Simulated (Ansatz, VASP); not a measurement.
**Sb3Pb: VASP beside Ansatz**

INCAR

```
PREC = Accurate
ENCUT = 520
EDIFF = 1E-6
ISMEAR = 0
SIGMA = 0.1
LREAL = False
LASPH = True
NELM = 80
ALGO = Normal
ISIF = 2
LWAVE = False
LCHARG = False
GGA = PE
NBANDS = 22
```

The input KPOINTS:

```
regular mesh
0
Gamma
  10 10 10
```

POSCAR

```
Sb3Pb
1.0
   -3.0854934681      3.0854934681      3.0854934681
    3.0854934681     -3.0854934681      3.0854934681
    3.0854934681      3.0854934681     -3.0854934681
Sb Pb
3 1
Direct
    0.0000000000      0.5000000000      0.5000000000
    0.5000000000      0.0000000000      0.5000000000
    0.5000000000      0.5000000000      0.0000000000
    0.0000000000      0.0000000000      0.0000000000
```

Input for Ansatz:

```yaml
crystal:
  lattice:
    - [-3.0854934681, 3.0854934681, 3.0854934681]
    - [3.0854934681, -3.0854934681, 3.0854934681]
    - [3.0854934681, 3.0854934681, -3.0854934681]
  atoms:
    - { symbol: Sb, position: [0.0, 0.5, 0.5] }
    - { symbol: Sb, position: [0.5, 0.0, 0.5] }
    - { symbol: Sb, position: [0.5, 0.5, 0.0] }
    - { symbol: Pb, position: [0.0, 0.0, 0.0] }
basis:
  ecutwfc: 420
kpoints:
  mp_grid: { grid: [10, 10, 10] }
hamiltonian:
  xc: pbe
scf:
  occupations: { method: gaussian, width: 0.1 }
output:
  forces: true
  stress: true
  eigenvalues: true
```

Alike in both runs: task single point; functional PBE; k mesh 10 × 10 × 10; occupations gaussian, width 0.1 eV; no spin polarisation.

|  | VASP | Ansatz |
| --- | --- | --- |
| version | VASP 6.6.1 | Ansatz 0.2.0 |
| potentials or method | VASP PAW PBE potentials, release 64 (Sb, Pb_d) | scalar-relativistic, plane waves, PAW |
| plane-wave cutoff (eV) | 520 | 420 |
| valence electrons in the cell | 29 | 59 |

```tsv
	VASP	Ansatz	Ansatz less VASP
gap on the k mesh at the Fermi level (eV)	none	none	-
pressure (GPa)	3.4	3.5	+0.05
```

A gap of «none» marks a metal or a gap that the smearing closes. The two sets of potentials don't hold the same shells in valence.

Spin-orbit coupling is left out, which matters for the levels of Pb, Sb.
